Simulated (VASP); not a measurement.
Output of a VASP run:

**OSZICAR**
```
       N       E                     dE             d eps       ncg     rms          rms(c)
DAV:   1     0.730164517496E+02    0.73016E+02   -0.59961E+03   440   0.930E+02
DAV:   2     0.606828034677E+00   -0.72410E+02   -0.68124E+02   448   0.219E+02
DAV:   3    -0.528752877408E+01   -0.58944E+01   -0.58587E+01   541   0.668E+01
DAV:   4    -0.544785370833E+01   -0.16032E+00   -0.16020E+00   541   0.117E+01
DAV:   5    -0.545227557444E+01   -0.44219E-02   -0.44216E-02   517   0.190E+00    0.165E+00
DAV:   6    -0.541533053021E+01    0.36945E-01   -0.22919E-02   494   0.106E+00    0.135E+00
DAV:   7    -0.538178487174E+01    0.33546E-01   -0.17898E-01   500   0.270E+00    0.732E-01
DAV:   8    -0.538379298715E+01   -0.20081E-02   -0.39962E-03   482   0.615E-01    0.468E-01
DAV:   9    -0.538459430591E+01   -0.80132E-03   -0.27191E-03   467   0.485E-01    0.127E-01
DAV:  10    -0.538456340610E+01    0.30900E-04   -0.12329E-04   497   0.106E-01    0.612E-02
DAV:  11    -0.538458363334E+01   -0.20227E-04   -0.59304E-05   500   0.111E-01    0.116E-02
DAV:  12    -0.538458604126E+01   -0.24079E-05   -0.65028E-06   485   0.168E-02    0.569E-03
DAV:  13    -0.538458738047E+01   -0.13392E-05   -0.24558E-06   464   0.196E-02    0.212E-03
DAV:  14    -0.538458746894E+01   -0.88462E-07   -0.14445E-07   253   0.262E-03
   1 F= -.53845875E+01 E0= -.53845875E+01  d E =-.656102E-15
```

File OUTCAR:
```
------------------------ aborting loop because EDIFF is reached ----------------------------------------
  FORCE on cell =-STRESS in cart. coord.  units (eV):
  Direction    XX          YY          ZZ          XY          YZ          ZX
  --------------------------------------------------------------------------------------
  Total        0.1457615      0.1457615      0.1457615     -0.0000000     -0.0000000     -0.0000000
  in kB        3.4490590      3.4490590      3.4490590     -0.0000000     -0.0000000     -0.0000000
  external PRESSURE =       3.4490590 kB  Pullay stress =       0.0000000 kB
  volume of cell :       67.71
      direct lattice vectors                 reciprocal lattice vectors
     0.000000000  3.235000000  3.235000000    -0.154559505  0.154559505  0.154559505
     3.235000000  0.000000000  3.235000000     0.154559505 -0.154559505  0.154559505
     3.235000000  3.235000000  0.000000000     0.154559505  0.154559505 -0.154559505
  FREE ENERGIE OF THE ION-ELECTRON SYSTEM (eV)
  ---------------------------------------------------
  free  energy   TOTEN  =        -5.3845874689 eV

  energy  without entropy=       -5.3845874689  energy(sigma->0) =       -5.38458747
```
(Selected blocks of OUTCAR.)

### POSCAR
```
NaI
1
    0.0000000000     3.2350000000     3.2350000000
    3.2350000000     0.0000000000     3.2350000000
    3.2350000000     3.2350000000     0.0000000000
Na I
1 1
Direct
  0.0000000000   0.0000000000   0.0000000000
  0.5000000000   0.5000000000   0.5000000000
```

Problem. Write an INCAR and KPOINTS that could have produced this output.

Solution. This is not unique; one that fits is the input of the run itself, PBE GGA, plane waves, VASP's PBE PAW potentials (set 64).

**KPOINTS**
```
Automatic mesh
0
Gamma
7 7 7
0 0 0
```

INCAR:
```
SYSTEM = NaI
PREC = Accurate
ENCUT = 400
EDIFF = 1E-6
NELM = 100
ALGO = Normal
LREAL = .FALSE.
LASPH = .TRUE.
ISMEAR = 0
SIGMA = 0.05
GGA = PE
LMAXMIX = 4
LWAVE = .FALSE.
LCHARG = .FALSE.
ISIF = 2
AMIX = 0.2
BMIX = 1.0
IMIX = 4
```

POTCAR, in this order: Na_pv I (PBE.64 set). Program: vasp_std.

The compound is NaI in the rock salt structure. The cell was not relaxed at this level. The run is one of a series of settings (AMIX = 0.2, BMIX = 1.0, IMIX = 4 against the base run), some of them coarse on purpose.
